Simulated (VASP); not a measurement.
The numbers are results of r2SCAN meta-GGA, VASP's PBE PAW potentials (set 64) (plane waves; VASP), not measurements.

Input for VASP

### KPOINTS_OPT
```
k-points along high-symmetry lines
6
Line-mode
Reciprocal
  0.000000   0.000000   0.000000 ! GAMMA
  0.000000   0.500000   0.000000 ! M

  0.000000   0.500000   0.000000 ! M
 -0.333333   0.666667   0.000000 ! K

 -0.333333   0.666667   0.000000 ! K
  0.000000   0.000000   0.000000 ! GAMMA

  0.000000   0.000000   0.000000 ! GAMMA
  0.000000   0.000000   0.500000 ! A

  0.000000   0.000000   0.500000 ! A
  0.000000   0.500000   0.500000 ! L

  0.000000   0.500000   0.500000 ! L
 -0.333333   0.666667   0.500000 ! H

 -0.333333   0.666667   0.500000 ! H
  0.000000   0.000000   0.500000 ! A

  0.000000   0.500000   0.500000 ! L
  0.000000   0.500000   0.000000 ! M

 -0.333333   0.666667   0.500000 ! H
 -0.333333   0.666667   0.000000 ! K
```

**KPOINTS**
```
Automatic mesh
0
G
7 7 4
0 0 0
```

POSCAR:
```
CdSe
1
    2.1684611177    -3.7558845876     0.0000000000
    2.1684611177     3.7558845876     0.0000000000
    0.0000000000     0.0000000000     7.0664854749
Cd Se
2 2
Direct
  0.6666670000   0.3333330000   0.5000101551
  0.3333330000   0.6666670000   0.0000101551
  0.6666670000   0.3333330000   0.8759898449
  0.3333330000   0.6666670000   0.3759898449
```

### INCAR
```
NELM = 100   # most electronic steps
ENCUT = 400   # plane-wave cut-off (eV)
LEFG = .TRUE.
LMAXMIX = 4   # l cut-off of mixed one-centre charges
LCHARG = .FALSE.
EDIFF = 1E-7   # SCF stop (eV)
LORBIT = 11   # lm-projected
LASPH = .TRUE.   # aspherical one-centre terms
LWAVE = .FALSE.
METAGGA = R2SCAN
LMIXTAU = .TRUE.
PREC = Accurate
ISIF = 2
ALGO = Normal
NEDOS = 601
ISMEAR = -5   # tetrahedra, Bloechl
SYSTEM = CdSe
LREAL = .FALSE.   # projection in real space or not
```

POTCAR, in this order: Cd Se (PBE.64 set). Program: vasp_std.

The run wrote:

**OSZICAR**
```
       N       E                     dE             d eps       ncg     rms          rms(c)
DAV:   1     0.145512041963E+03    0.14551E+03   -0.15394E+04  1056   0.122E+03
DAV:   2    -0.702337492313E+02   -0.21575E+03   -0.21211E+03  1182   0.325E+02
DAV:   3    -0.815000192080E+02   -0.11266E+02   -0.11234E+02  1278   0.757E+01
DAV:   4    -0.815889535573E+02   -0.88934E-01   -0.88878E-01  1182   0.649E+00
DAV:   5    -0.815897075945E+02   -0.75404E-03   -0.75400E-03  1278   0.553E-01    0.841E+00
DAV:   6    -0.753079406894E+02    0.62818E+01   -0.66595E+00  1212   0.340E+01    0.986E+00
DAV:   7    -0.734025708286E+02    0.19054E+01   -0.59311E-01  1074   0.783E+00    0.727E+00
DAV:   8    -0.735779965330E+02   -0.17543E+00   -0.53679E-01  1056   0.726E+00    0.689E-01
DAV:   9    -0.710964409268E+02    0.24816E+01   -0.11300E+00  1074   0.725E+00    0.835E-01
DAV:  10    -0.712433415316E+02   -0.14690E+00   -0.60845E-02  1080   0.192E+00    0.831E-01
DAV:  11    -0.712314872309E+02    0.11854E-01   -0.70427E-03  1254   0.698E-01    0.964E-01
DAV:  12    -0.714607345062E+02   -0.22925E+00   -0.82513E-02  1104   0.157E+00    0.306E-01
DAV:  13    -0.718100435111E+02   -0.34931E+00   -0.23216E-01  1128   0.294E+00    0.455E-01
DAV:  14    -0.717950786012E+02    0.14965E-01   -0.57458E-02  1128   0.192E+00    0.318E-01
DAV:  15    -0.718120546012E+02   -0.16976E-01   -0.10009E-02  1068   0.785E-01    0.942E-02
DAV:  16    -0.718184117838E+02   -0.63572E-02   -0.43105E-03  1152   0.364E-01    0.108E-01
DAV:  17    -0.718217355805E+02   -0.33238E-02   -0.51333E-04  1062   0.214E-01    0.905E-02
DAV:  18    -0.718249034703E+02   -0.31679E-02   -0.14561E-03  1098   0.282E-01    0.120E-01
DAV:  19    -0.718253445413E+02   -0.44107E-03   -0.11908E-03  1068   0.261E-01    0.530E-02
DAV:  20    -0.718254186831E+02   -0.74142E-04   -0.20242E-04  1116   0.103E-01    0.192E-02
DAV:  21    -0.718254276016E+02   -0.89184E-05   -0.91581E-06  1182   0.279E-02    0.174E-02
DAV:  22    -0.718254113366E+02    0.16265E-04   -0.40134E-05  1116   0.403E-02    0.339E-02
DAV:  23    -0.718254243772E+02   -0.13041E-04   -0.14050E-05  1056   0.377E-02    0.152E-02
DAV:  24    -0.718254326918E+02   -0.83146E-05   -0.62960E-06  1056   0.237E-02    0.909E-03
DAV:  25    -0.718254311809E+02    0.15109E-05   -0.95504E-07  1104   0.881E-03    0.465E-03
DAV:  26    -0.718254329529E+02   -0.17720E-05   -0.15455E-06  1110   0.772E-03    0.990E-04
DAV:  27    -0.718254328735E+02    0.79468E-07   -0.18762E-07   994   0.268E-03
   1 F= -.71825433E+02 E0= -.71825433E+02  d E =0.000000E+00
       N       E                     dE             ncg
       N       E                     dE             ncg
       N       E                     dE             ncg
```

**OUTCAR**
```
------------------------ aborting loop because EDIFF is reached ----------------------------------------
  FORCE on cell =-STRESS in cart. coord.  units (eV):
  Direction    XX          YY          ZZ          XY          YZ          ZX
  --------------------------------------------------------------------------------------
  Total       -0.0036157     -0.0036157      0.0461211      0.0000000      0.0000000      0.0000000
  in kB       -0.0503282     -0.0503282      0.6419679      0.0000000      0.0000000      0.0000000
  external PRESSURE =       0.1804372 kB  Pullay stress =       0.0000000 kB
  volume of cell :      115.11
      direct lattice vectors                 reciprocal lattice vectors
     2.168461118 -3.755884588  0.000000000     0.230578264 -0.133124431  0.000000000
     2.168461118  3.755884588  0.000000000     0.230578264  0.133124431  0.000000000
     0.000000000  0.000000000  7.066485475     0.000000000  0.000000000  0.141513062
  FREE ENERGIE OF THE ION-ELECTRON SYSTEM (eV)
  ---------------------------------------------------
  free  energy   TOTEN  =       -71.8254328735 eV

  energy  without entropy=      -71.8254328735  energy(sigma->0) =      -71.82543287

 total charge

# of ion       s       p       d       tot
------------------------------------------
    1        0.417   0.294   9.569  10.281
    2        0.417   0.294   9.569  10.281
    3        1.438   2.444   0.020   3.902
    4        1.438   2.444   0.020   3.902
--------------------------------------------------
tot          3.710   5.477  19.179  28.366
```
(Selected blocks of OUTCAR.)

The compound is CdSe in the wurtzite structure. It was relaxed first.
